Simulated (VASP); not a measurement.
These are PBE GGA, VASP's PBE PAW potentials (set 64) (plane waves; VASP 6.6.1) values and carry that method's errors.

VASP input:

### KPOINTS
```
Automatic mesh
0
G
 10 10 8
0 0 0
```

### POSCAR
```
TiB2
1
    1.5453000000    -2.6765380000     0.0000000000
    1.5453000000     2.6765380000     0.0000000000
    0.0000000000     0.0000000000     3.2946000000
Ti B
1 2
Direct
  0.0000000000   0.0000000000   0.0000000000
  0.3333330000   0.6666670000   0.5000000000
  0.6666670000   0.3333330000   0.5000000000
```

**INCAR**
```
# general
SYSTEM =TiB2
PREC   =Accurate
ENCUT  =800   # plane-wave cut-off (eV)
LREAL  =.FALSE.   # projection in real space or not
LASPH  =.TRUE.   # aspherical one-centre terms

# electronic loop
EDIFF  =1E-6   # SCF stop (eV)
NELM   =100
ALGO   =Normal   # blocked Davidson
LMAXMIX=4

# smearing
ISMEAR =1   # Methfessel-Paxton
SIGMA  =0.1   # width (eV)

# functional
GGA    =PE   # PBE

# ions
ISIF   =2   # forces and stress, cell fixed

# output
LWAVE  =.FALSE.
LCHARG =.FALSE.
```

POTCAR, in this order: Ti_sv B (PBE.64 set). Program: vasp_std.

Question: Predict the energy per atom (σ→0), pressure, band gap (on the k-mesh).

Answer: 
- energy per atom (σ→0) = -8.119 eV/atom
- band gap (on the k-mesh) = none (metal, semimetal or under 0.01 eV)
- pressure = -13.26 GPa

**OSZICAR**
```
...
DAV:   7    -0.243638679180E+02   -0.90856E-02   -0.20267E+00  2051   0.168E+01    0.300E+00
DAV:   8    -0.243707092742E+02   -0.68414E-02   -0.22274E-01  2571   0.459E+00    0.884E-01
DAV:   9    -0.243592338442E+02    0.11475E-01   -0.10477E-01  2393   0.424E+00    0.306E-01
DAV:  10    -0.243582171873E+02    0.10167E-02   -0.60150E-03  2176   0.103E+00    0.607E-02
DAV:  11    -0.243582584740E+02   -0.41287E-04   -0.75453E-04  2715   0.338E-01    0.540E-02
DAV:  12    -0.243582297039E+02    0.28770E-04   -0.18125E-04  2493   0.181E-01    0.101E-02
DAV:  13    -0.243582295735E+02    0.13040E-06   -0.76073E-06  2188   0.324E-02
   1 F= -.24358230E+02 E0= -.24357793E+02  d E =-.131023E-02
```

The compound is TiB2 in the AlB2 type structure. The cell was not relaxed at this level. The run is one of a series of settings (ENCUT = 800 against the base run), some of them coarse on purpose.
